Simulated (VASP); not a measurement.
Data:

```yaml
crystal:
  lattice:
    - [1.60749, 0.92809, 5.27311]
    - [-1.60749, 0.92809, 5.27311]
    - [0.00000, -1.85617, 5.27311]
  atoms:
    - { symbol: Zr, position: [0.00000, 0.00000, 0.00000] }
    - { symbol: Nb, position: [0.50000, 0.50000, 0.50000] }
    - { symbol: C, position: [0.75395, 0.75395, 0.75395] }
    - { symbol: C, position: [0.24605, 0.24605, 0.24605] }
```

The numbers are results of PBEsol GGA, VASP's PBE PAW potentials (set 64) (plane waves; VASP), not measurements. Settings: 600 eV cut-off, 10×10×10 Γ-centred mesh, first-order Methfessel-Paxton smearing of 0.10 eV, potentials Zr_sv Nb_sv C.

### Question
Predict the energy per atom (σ→0), band gap (on the k-mesh) with the smallest direct gap where there is one.

### Answer

```json
{
 "band gap (on the k-mesh)": "none (metal, semimetal or under 0.01 eV)",
 "energy per atom (σ→0)": "-10.632 eV/atom"
}
```

The structure comes from a computed database's ZrNbC2 entry (R-3m); how it stands against other phases isn't given here. It was relaxed first. The electron count is odd and the run is not spin-polarised, which forces a metal.
